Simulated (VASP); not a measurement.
GaAs:

```
CELL_PARAMETERS angstrom
0.00000 2.81943 2.84063
2.81943 0.00000 2.84063
2.81943 2.81943 0.00000
ATOMIC_POSITIONS crystal
Ga 0.00000 0.00000 0.00000
As 0.25000 0.25000 0.25000
```

The cell was built by a generator and isn't the measured one.

Program: VASP 6.6.1. Alike in all runs: task electric field gradients; no spin polarisation; cell as given; cutoff (eV) 600; smearing gaussian 0.02 eV. Hardware: 1 thread of Intel(R) Xeon(R) Platinum 8488C (Sapphire Rapids) (shared host).

Q: Order these runs on this cell by their wall time, lowest first.
A. level PBE; potentials or basis VASP PAW PBE potentials, release 64 (Ga_d, As); k mesh 8 × 8 × 8
B. level r2SCAN; potentials or basis VASP PAW PBE potentials, release 64 (Ga_d, As); k mesh 12 × 12 × 12
C. level LDA; potentials or basis VASP PAW LDA potentials, release 64 (Ga_d, As); k mesh 12 × 12 × 12

A: A (36 s), C (83 s), B (380 s).
